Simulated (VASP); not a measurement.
Wanted: the native input for a VASP 6.6.1 run.

| Item | Value |
| --- | --- |
| Task | relaxation of cell and atoms |
| Functional | PBE |
| Potentials or basis | VASP PAW PBE potentials, release 64 (Ti_sv, B) |
| Cutoff | 520 eV |
| k mesh | 9 × 9 × 8 |
| Occupations | gaussian, width 0.1 eV |
| Spin | no spin polarisation |
| Further INCAR settings | ALGO = Fast; EDIFF = 1e-07; IBRION = 2; EDIFFG = -0.002; NSW = 80; ISIF = 3 |

The structure of TiB2 lies in POSCAR:

```
TiB2                                    
1.0
    3.0342228644     -0.0000000000     -0.0000000000
   -1.5171114322      2.6277140782      0.0000000000
    0.0000000000      0.0000000000      3.2214576461
  Ti              B             
     1     2
Direct
     0.0000000000000000    0.0000000000000000    0.0000000000000000
     0.3333333300000021    0.6666666699999979    0.5000000000000000
     0.6666666699999979    0.3333333300000021    0.5000000000000000
```

These files were run (other wordings do the same):

INCAR

```
SYSTEM = TiB2
PREC = Accurate ; ENCUT = 520
EDIFF = 1E-7 ; ISMEAR = 0
SIGMA = 0.1 ; LREAL = .FALSE.
LASPH = .TRUE. ; NELM = 100
ALGO = Fast ; ISIF = 3
LWAVE = .FALSE. ; LCHARG = .FALSE.
GGA = PE ; IBRION = 2
NSW = 80 ; EDIFFG = -0.002
```

KPOINTS

```
Automatic mesh
0
G
  9 9 8
  0 0 0
```

Potentials or basis: VASP PAW PBE potentials, release 64 (Ti_sv, B).

Command:

```bash
$ cat potpaw_PBE.64/Ti_sv/POTCAR potpaw_PBE.64/B/POTCAR > POTCAR
$ mpirun -np 1 vasp_std > vasp.out
```

It gave:

The pressure after relaxing is 0.0 GPa and the band gap on the k mesh is none (metal or under the smearing width).

Caveat: the relaxation stopped at its first step, so nothing moved.

Run time: 51 s on 1 thread of Intel(R) Xeon(R) Platinum 8488C (Sapphire Rapids), with other jobs on the host, peak memory 0.15 GiB.
